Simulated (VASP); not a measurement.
An input for Quantum ESPRESSO's pw.x (written as the equivalent of a VASP run, and not itself run):

```
&CONTROL
  calculation = 'scf'
  pseudo_dir = './pseudo'
  outdir = './out'
  tprnfor = .true.
  tstress = .true.
/
&SYSTEM
  ibrav = 0
  nat = 4
  ntyp = 2
  ecutwfc = 98
  occupations = 'smearing'
  smearing = 'methfessel-paxton'
  degauss = 0.00735
  input_dft = 'pbe'
  nspin = 2
  starting_magnetization(2) = 0.05
/
&ELECTRONS
  conv_thr = 7.3e-08
  electron_maxstep = 100
/
ATOMIC_SPECIES
  Al 26.982 Al.upf
  Ni 58.693 Ni.upf
CELL_PARAMETERS angstrom
     3.6414000    0.0000000    0.0000000
     0.0000000    3.6414000    0.0000000
     0.0000000    0.0000000    3.6414000
ATOMIC_POSITIONS crystal
  Al   0.0000000  0.0000000  0.0000000
  Ni   0.0000000  0.5000000  0.5000000
  Ni   0.5000000  0.0000000  0.5000000
  Ni   0.5000000  0.5000000  0.0000000
K_POINTS automatic
  8 8 8 0 0 0
```

Problem. Write the VASP files for the same calculation (PBE).

Solution. One answer among several that fit: 
### POSCAR
```
Ni3Al
1
    3.6414000000     0.0000000000     0.0000000000
    0.0000000000     3.6414000000     0.0000000000
    0.0000000000     0.0000000000     3.6414000000
Al Ni
1 3
Direct
  0.0000000000   0.0000000000   0.0000000000
  0.0000000000   0.5000000000   0.5000000000
  0.5000000000   0.0000000000   0.5000000000
  0.5000000000   0.5000000000   0.0000000000
```

KPOINTS:
```
Automatic mesh
0
Gamma
8 8 8
0 0 0
```

INCAR:
```
SIGMA  =  0.1   ! width (eV)
GGA  =  PE   ! PBE
LMAXMIX  =  4   ! l cut-off of mixed one-centre charges
ISPIN  =  2
ISIF  =  2   ! forces and stress, cell fixed
PREC  =  Accurate
LASPH  =  .True.   ! aspherical one-centre terms
NELM  =  100   ! most electronic steps
EDIFF  =  1E-6
ENCUT  =  400
ALGO  =  Normal   ! blocked Davidson
SYSTEM  =  Ni3Al
LREAL  =  .False.   ! projection in real space or not
MAGMOM  =  0.0 3*0.5
LCHARG  =  .False.
LORBIT  =  10
LWAVE  =  .False.
ISMEAR  =  1   ! Methfessel-Paxton
```

POTCAR, in this order: Al Ni (PBE.64 set). Program: vasp_std.

Limits of the translation: the potentials are each code's own (VASP's PAW set, PseudoDojo norm-conserving files in pw.x), so ENCUT and ecutwfc are chosen apart and not converted; conv_thr bounds pw.x's estimated SCF error, while EDIFF bounds the energy change between steps; starting_magnetization is a fraction of the valence charge and MAGMOM a moment in μB, so they match only roughly.

The compound is Ni3Al in the L1_2 structure. The cell was not relaxed at this level.
